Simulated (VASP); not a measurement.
An input for Quantum ESPRESSO's pw.x (written as the equivalent of a VASP run, and not itself run):

```
&CONTROL
  calculation = 'scf'
  pseudo_dir = './pseudo'
  outdir = './out'
  tprnfor = .true.
  tstress = .true.
/
&SYSTEM
  ibrav = 0
  nat = 3
  ntyp = 2
  ecutwfc = 88
  occupations = 'smearing'
  smearing = 'gaussian'
  degauss = 0.003675
  input_dft = 'pbe'
  vdw_corr = 'grimme-d3'
  dftd3_version = 3
  dftd3_threebody = .false.
/
&ELECTRONS
  conv_thr = 7.3e-09
  electron_maxstep = 100
/
ATOMIC_SPECIES
  Be 9.012 Be.upf
  C 12.011 C.upf
CELL_PARAMETERS angstrom
     0.0000000    2.1485804    2.1485804
     2.1485804    0.0000000    2.1485804
     2.1485804    2.1485804    0.0000000
ATOMIC_POSITIONS crystal
  Be   0.2500000  0.2500000  0.2500000
  Be   0.7500000  0.7500000  0.7500000
  C    0.0000000  0.0000000  0.0000000
K_POINTS automatic
  9 9 9 0 0 0
```

Q: Write the VASP files for the same calculation (PBE-D3 (zero damping)).

A: One answer among several that fit: 
KPOINTS:
```
Automatic mesh
0
Gamma
9 9 9
0 0 0
```

File POSCAR:
```
Be2C
2.148580
  0.0000000000   1.0000002032   1.0000002032
  1.0000002032   0.0000000000   1.0000002032
  1.0000002032   1.0000002032   0.0000000000
Be C
2 1
Cartesian
  0.5000001016   0.5000001016   0.5000001016
  1.5000003048   1.5000003048   1.5000003048
  0.0000000000   0.0000000000   0.0000000000
```

### INCAR
```
SYSTEM = Be2C
PREC = Accurate
ENCUT = 520
EDIFF = 1E-7
NELM = 100
ALGO = Normal
LREAL = .FALSE.
LASPH = .TRUE.
ISMEAR = 0
SIGMA = 0.05
GGA = PE
IVDW = 11
LWAVE = .FALSE.
LCHARG = .FALSE.
ISIF = 2
```

POTCAR, in this order: Be C (PBE.64 set). Program: vasp_std.

The two are equivalent in intent, not identical: the potentials are each code's own (VASP's PAW set, PseudoDojo norm-conserving files in pw.x), so ENCUT and ecutwfc are chosen apart and not converted; conv_thr bounds pw.x's estimated SCF error, while EDIFF bounds the energy change between steps.

The compound is Be2C in the antifluorite structure. It was relaxed first.
